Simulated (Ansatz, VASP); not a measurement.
# Cross-check of TiC between VASP and Ansatz

Wanted: the spread between two codes on one cell, functional and k mesh. The cell is taken from a series of VASP runs on this material, whose earlier steps may have relaxed, scaled or displaced it; both programs get it as it stands.

Main program and level: Ansatz 0.2.0; plane waves, with VASP 6.6.1 beside it; zone-centre phonons at PBEsol and zone-centre phonons at PBEsol with D3(BJ).

### Step 1. Set-up

The structure is cubic, space group Fm-3m (No. 225). Conventional cell: a = 4.295 Å, b = 4.295 Å, c = 4.295 Å, α = 90.00°, β = 90.00°, γ = 90.00°. Nearest to Ti lie 6 C at 2.15 Å. Nearest to C lie 6 Ti at 2.15 Å. Farther neighbours are not listed.

Coordinates:

```xyz
2
Lattice="0.0000 2.1473 2.1473 2.1473 0.0000 2.1473 2.1473 2.1473 0.0000" Properties=species:S:1:pos:R:3 pbc="T T T"
Ti    2.1473    2.1473    2.1473
C     0.0000    0.0000    0.0000
```

### Step 2. VASP: zone-centre phonons, PBEsol

Second derivatives magnify differences that forces hide, and they need a tight electronic threshold.

Lines of VASP's logs that name or quote its potential files are left out, and so is its time.

INCAR reads:

```
SYSTEM = TiC
PREC = Accurate
ENCUT = 520
EDIFF = 1E-08
NELM = 100
ISMEAR = 0
SIGMA = 0.05
LREAL = .FALSE.
ALGO = Normal
GGA = PS
NBANDS = 14
LASPH = .TRUE.
LORBIT = 11
LWAVE = .FALSE.
LCHARG = .FALSE.
KPAR = 8
IBRION = 8
ISIF = 2
```

POSCAR reads:

```
TiC
1.0
    0.0000000000      2.1472914746      2.1472914746
    2.1472914746      0.0000000000      2.1472914746
    2.1472914746      2.1472914746      0.0000000000
Ti C
1 1
Direct
    0.5000000000      0.5000000000      0.5000000000
    0.0000000000      0.0000000000      0.0000000000
```

KPOINTS reads:

```
Automatic mesh
0
Gamma
14 14 14
0 0 0
```

The projector-augmented-wave data sets are Ti_sv and C (PBE family, release 64).

Command:

```bash
> mpirun -np 8 vasp_std
```

Numbers of over 12 decimals in the logs are rounded to 6 here.

What it wrote:

```text
[banner, memory and clock lines left out]
running    8 mpi-ranks, on    1 nodes
 distrk:  each k-point on    1 cores,    8 groups
 distr:  one band on    1 cores,    1 groups

 POSCAR found type information on POSCAR TiC
 POSCAR found :  2 types and       2 ions
|                                                                             |
|           W    W    AA    RRRRR   N    N  II  N    N   GGGG   !!!           |
|           W    W   A  A   R    R  NN   N  II  NN   N  G    G  !!!           |
|           W    W  A    A  R    R  N N  N  II  N N  N  G       !!!           |
|           W WW W  AAAAAA  RRRRR   N  N N  II  N  N N  G  GGG   !            |
|           WW  WW  A    A  R   R   N   NN  II  N   NN  G    G                |
|           W    W  A    A  R    R  N    N  II  N    N   GGGG   !!!           |
|                                                                             |
|     For optimal performance we recommend to set                             |
|       NCORE = 2 up to number-of-cores-per-socket                            |
|     NCORE specifies how many cores store one orbital (NPAR=cpu/NCORE).      |
|     This setting can greatly improve the performance of VASP for DFT.       |
|     The default, NCORE=1 might be grossly inefficient on modern             |
|     multi-core architectures or massively parallel machines. Do your        |
|     Unfortunately you need to use the default for GW and RPA                |
|     calculations (for HF NCORE is supported but not extensively tested      |
|     yet).                                                                   |
|                                                                             |

|                                                                             |
|               ----> ADVICE to this user running VASP <----                  |
|                                                                             |
|     You enforced a specific xc type in the INCAR file but a different       |
|     [... a line on the potential file left out ...]
|     I HOPE YOU KNOW WHAT YOU ARE DOING!                                     |
|                                                                             |

 LDA part: xc-table for (Slater+PW92), standard interpolation
 POSCAR, INCAR and KPOINTS ok, starting setup
 FFT: planning ... GRIDC
 FFT: planning ... GRID_SOFT
 FFT: planning ... GRID
 WAVECAR not read
 entering main loop
       N       E                     dE             d eps       ncg     rms          rms(c)
DAV:   1     0.121052125981E+03    0.12105E+03   -0.85659E+03  2926   0.141E+03
DAV:   2    -0.138996050842E+02   -0.13495E+03   -0.12657E+03  3128   0.351E+02
DAV:   3    -0.247553384576E+02   -0.10856E+02   -0.10671E+02  4772   0.912E+01
DAV:   4    -0.251534456194E+02   -0.39811E+00   -0.39796E+00  3386   0.138E+01
DAV:   5    -0.251628765796E+02   -0.94310E-02   -0.94306E-02  3960   0.180E+00    0.189E+01
DAV:   6    -0.203585791229E+02    0.48043E+01   -0.12527E+01  4170   0.601E+01    0.665E+00
DAV:   7    -0.198440533586E+02    0.51453E+00   -0.20264E+00  3534   0.212E+01    0.529E+00
DAV:   8    -0.198104158970E+02    0.33637E-01   -0.11203E-01  3278   0.417E+00    0.313E+00
DAV:   9    -0.198057625258E+02    0.46534E-02   -0.10222E-01  3520   0.391E+00    0.818E-01
DAV:  10    -0.198041820885E+02    0.15804E-02   -0.10127E-02  3994   0.141E+00    0.705E-01
DAV:  11    -0.198020656859E+02    0.21164E-02   -0.53895E-03  3116   0.109E+00    0.130E-01
DAV:  12    -0.198020534076E+02    0.12278E-04   -0.35825E-04  3266   0.219E-01    0.443E-02
DAV:  13    -0.198020465117E+02    0.68958E-05   -0.15829E-05  3720   0.332E-02    0.694E-03
DAV:  14    -0.198020463205E+02    0.19127E-06   -0.56234E-07  3796   0.773E-03    0.229E-03
DAV:  15    -0.198020461566E+02    0.16381E-06   -0.95535E-08  4630   0.439E-03    0.911E-04
DAV:  16    -0.198020461824E+02   -0.25731E-07   -0.15318E-08  2978   0.169E-03    0.729E-05
DAV:  17    -0.198020461841E+02   -0.17540E-08   -0.58357E-10  1846   0.247E-04
   1 F= -.19802046E+02 E0= -.19801846E+02  d E =-.400509E-03
 Linear response reoptimize wavefunctions to high precision
DAV:   1    -0.198020461787E+02    0.53797E-08   -0.23175E-10  1996   0.119E-04
DAV:   2    -0.198020461787E+02    0.27285E-11   -0.69054E-11  1636   0.732E-05
 Linear response DOF=           2
 Linear response progress:
  Degree of freedom:   1/  2
       N       E                     dE             d eps       ncg     rms          rms(c)
RMM:   1    -0.696262814630E+00   -0.69626E+00    0.57686E+00  6904   0.138E+02
RMM:   2    -0.668991829506E+00    0.27271E-01   -0.24321E-01 11543   0.497E+00    0.230E-01
RMM:   3    -0.667556606197E+00    0.14352E-02   -0.18630E-02 13541   0.116E+00    0.114E-01
RMM:   4    -0.666729213634E+00    0.82739E-03   -0.79610E-03 14825   0.524E-01    0.222E-02
RMM:   5    -0.667289953580E+00   -0.56074E-03   -0.12433E-03 15741   0.208E-01    0.104E-02
RMM:   6    -0.667611288193E+00   -0.32133E-03   -0.32055E-04 15596   0.897E-02    0.776E-03
RMM:   7    -0.668136804864E+00   -0.52552E-03   -0.70362E-05 13954   0.474E-02    0.632E-03
RMM:   8    -0.667985131206E+00    0.15167E-03   -0.32425E-05 14978   0.244E-02    0.419E-04
RMM:   9    -0.667970256293E+00    0.14875E-04   -0.15121E-05 16027   0.131E-02    0.796E-04
RMM:  10    -0.667996730317E+00   -0.26474E-04   -0.12247E-05 15371   0.778E-03    0.206E-04
RMM:  11    -0.668006833095E+00   -0.10103E-04   -0.92881E-06 15835   0.506E-03    0.329E-05
RMM:  12    -0.668007755850E+00   -0.92276E-06   -0.71430E-06 16594   0.342E-03    0.549E-05
RMM:  13    -0.668010755885E+00   -0.30000E-05   -0.53037E-06 15093   0.256E-03    0.114E-05
RMM:  14    -0.668010713694E+00    0.42191E-07   -0.45327E-06 16304   0.195E-03    0.275E-05
RMM:  15    -0.668011141640E+00   -0.42795E-06   -0.32902E-06 15620   0.156E-03    0.288E-05
RMM:  16    -0.668009581313E+00    0.15603E-05   -0.26944E-06 14321   0.133E-03    0.844E-05
RMM:  17    -0.668010378133E+00   -0.79682E-06   -0.22423E-06 14231   0.110E-03    0.683E-05
RMM:  18    -0.668010856013E+00   -0.47788E-06   -0.18869E-06 14610   0.938E-04    0.594E-05
RMM:  19    -0.668010896234E+00   -0.40221E-07   -0.15931E-06 16313   0.797E-04    0.620E-05
RMM:  20    -0.668010923086E+00   -0.26852E-07   -0.13239E-06 15000   0.690E-04    0.691E-05
 first order change of Fermi-energy   0.87446E-04
 force on displaced ion       1 direction 1 : -10.255   0.000   0.000
 Linear response progress:
  Degree of freedom:   2/  2
       N       E                     dE             d eps       ncg     rms          rms(c)
RMM:   1    -0.124419536257E+00   -0.12442E+00   -0.37662E-02 14714   0.224E+00
RMM:   2    -0.116292065544E+00    0.81275E-02   -0.53854E-03 13279   0.541E-01    0.136E-01
RMM:   3    -0.116957197126E+00   -0.66513E-03   -0.18128E-03 13683   0.231E-01    0.634E-02
RMM:   4    -0.117940312075E+00   -0.98311E-03   -0.66451E-04 13968   0.141E-01    0.150E-02
RMM:   5    -0.118071115911E+00   -0.13080E-03   -0.14581E-04 15700   0.567E-02    0.263E-03
RMM:   6    -0.118056338513E+00    0.14777E-04   -0.18962E-05 15357   0.228E-02    0.115E-03
RMM:   7    -0.118058829416E+00   -0.24909E-05   -0.39370E-06 15972   0.106E-02    0.462E-04
RMM:   8    -0.118058732019E+00    0.97397E-07   -0.64671E-07 15804   0.510E-03    0.312E-04
RMM:   9    -0.118057674648E+00    0.10574E-05    0.13273E-07 16018   0.279E-03    0.109E-04
RMM:  10    -0.118057206283E+00    0.46837E-06   -0.97933E-07 15968   0.145E-03    0.572E-05
RMM:  11    -0.118057216839E+00   -0.10556E-07   -0.34375E-07 15656   0.763E-04    0.504E-05
RMM:  12    -0.118057233409E+00   -0.16570E-07   -0.92068E-08 16316   0.403E-04    0.388E-05
RMM:  13    -0.118057234916E+00   -0.15071E-08   -0.17281E-07 15402   0.245E-04    0.221E-05
RMM:  14    -0.118057259133E+00   -0.24217E-07   -0.19633E-08 15822   0.141E-04    0.168E-05
RMM:  15    -0.118057266819E+00   -0.76863E-08   -0.19621E-08 15939   0.735E-05    0.957E-06
 first order change of Fermi-energy   0.21384E-03
 force on displaced ion       2 direction 1 : -10.241   0.000   0.000
 Linear response finished
```

From OUTCAR (step 2):

```text
ion  position               nearest neighbor table
   1  0.500  0.500  0.500-   2 2.15   2 2.15   2 2.15   2 2.15   2 2.15   2 2.15
   2  0.000  0.000  0.000-   1 2.15   1 2.15   1 2.15   1 2.15   1 2.15   1 2.15

  LATTYP: Found a face centered cubic cell.
 ALAT       =     4.2945829492

 Subroutine GETGRP returns: Found 48 space group operations
 (whereof 48 operations were pure point group operations)

The static configuration has the point symmetry O_h .

 Found    104 irreducible k-points:

   k-points           NKPTS =    104   k-points in BZ     NKDIM =    104   number of bands    NBANDS=     14

   dimension x,y,z NGX =    24 NGY =   24 NGZ =   24
   dimension x,y,z NGXF=    48 NGYF=   48 NGZF=   48

   ENCUT  =  520.0 eV  38.22 Ry    6.18 a.u.   5.65  5.65  5.65*2*pi/ulx,y,z

   NELECT =      16.0000    total number of electrons

 k-points in reciprocal lattice and weights: Automatic mesh
   0.00000000  0.00000000  0.00000000       0.000
   0.07142857  0.00000000  0.00000000       0.003
   0.14285714  0.00000000  0.00000000       0.003
   0.21428571  0.00000000  0.00000000       0.003
   0.28571429  0.00000000  0.00000000       0.003
   0.35714286  0.00000000  0.00000000       0.003
   0.42857143  0.00000000  0.00000000       0.003
   0.50000000  0.00000000  0.00000000       0.001
   0.07142857  0.07142857  0.00000000       0.002
[...]
-0.28571429  0.42857143  0.21428571       0.009
  -0.28571429  0.50000000  0.21428571       0.004

 average (electrostatic) potential at core
       1 -70.5785       2 -44.2971

  Total        0.0009066      0.0009066      0.0009066     -0.0000000     -0.0000000      0.0000000
  in kB        0.0733522      0.0733522      0.0733522     -0.0000000     -0.0000000      0.0000000
  external PRESSURE =       0.0733522 kB  Pullay stress =       0.0000000 kB

  energy-cutoff  :      520.00
  volume of cell :       19.80
      direct lattice vectors                 reciprocal lattice vectors
     0.000000000  2.147291475  2.147291475    -0.232851481  0.232851481  0.232851481
     2.147291475  0.000000000  2.147291475     0.232851481 -0.232851481  0.232851481
     2.147291475  2.147291475  0.000000000     0.232851481  0.232851481 -0.232851481

 POSITION                                       TOTAL-FORCE (eV/Angst)
 -----------------------------------------------------------------------------------
      2.14729      2.14729      2.14729         0.000000      0.000000     -0.000000
      0.00000      0.00000      0.00000        -0.000000     -0.000000      0.000000
 -----------------------------------------------------------------------------------
    total drift:                               -0.000000     -0.000000      0.000000

 Eigenvectors and eigenvalues of the dynamical matrix
 ----------------------------------------------------

   1 f  =   16.147021 THz   101.454722 2PiTHz  538.606631 cm-1    66.778681 meV
             X         Y         Z           dx          dy          dz
      2.147291  2.147291  2.147291     0.000000    0.000000   -0.448068
      0.000000  0.000000  0.000000     0.000000    0.000000    0.894000

   2 f  =   16.147021 THz   101.454722 2PiTHz  538.606631 cm-1    66.778681 meV
             X         Y         Z           dx          dy          dz
      2.147291  2.147291  2.147291     0.448068    0.000000   -0.000000
      0.000000  0.000000  0.000000    -0.894000   -0.000000   -0.000000

   3 f  =   16.147021 THz   101.454722 2PiTHz  538.606631 cm-1    66.778681 meV
             X         Y         Z           dx          dy          dz
      2.147291  2.147291  2.147291     0.000000    0.448068    0.000000
      0.000000  0.000000  0.000000     0.000000   -0.894000   -0.000000

   4 f/i=    0.004373 THz     0.027476 2PiTHz    0.145866 cm-1     0.018085 meV
             X         Y         Z           dx          dy          dz
      2.147291  2.147291  2.147291     0.112407    0.397062    0.793058
      0.000000  0.000000  0.000000     0.056338    0.199005    0.397476

   5 f/i=    0.004373 THz     0.027476 2PiTHz    0.145866 cm-1     0.018085 meV
             X         Y         Z           dx          dy          dz
      2.147291  2.147291  2.147291     0.234268    0.757718   -0.412573
      0.000000  0.000000  0.000000     0.117414    0.379764   -0.206779

   6 f/i=    0.004373 THz     0.027476 2PiTHz    0.145866 cm-1     0.018085 meV
             X         Y         Z           dx          dy          dz
      2.147291  2.147291  2.147291    -0.855405    0.259692   -0.008777
      0.000000  0.000000  0.000000    -0.428724    0.130156   -0.004399

 ELASTIC MODULI CONTR FROM IONIC RELAXATION (kBar)
 Direction    XX          YY          ZZ          XY          YZ          ZX
 --------------------------------------------------------------------------------
 XX           0.0000      0.0000      0.0000      0.0000      0.0000      0.0000
 YY           0.0000      0.0000      0.0000      0.0000      0.0000      0.0000
 ZZ           0.0000      0.0000      0.0000      0.0000      0.0000      0.0000
 XY           0.0000      0.0000      0.0000      0.0000      0.0000      0.0000
 YZ           0.0000      0.0000      0.0000      0.0000      0.0000      0.0000
 ZX           0.0000      0.0000      0.0000      0.0000      0.0000      0.0000
 --------------------------------------------------------------------------------
```

(Continued in part 2 of 2.)

[Lines on the potential files, build, host, timing and source positions are cut from VASP's logs without a mark.]

[Logs are printed without paths, hosts, clocks, repeated set-up lines and the standing remarks that a program may print on its own settings, such as how far it seeks lower states.]

[Hosts, paths, dates, database ids (printed as entryN), source tags and the programs' standing remarks are cut or masked in the printed files.]
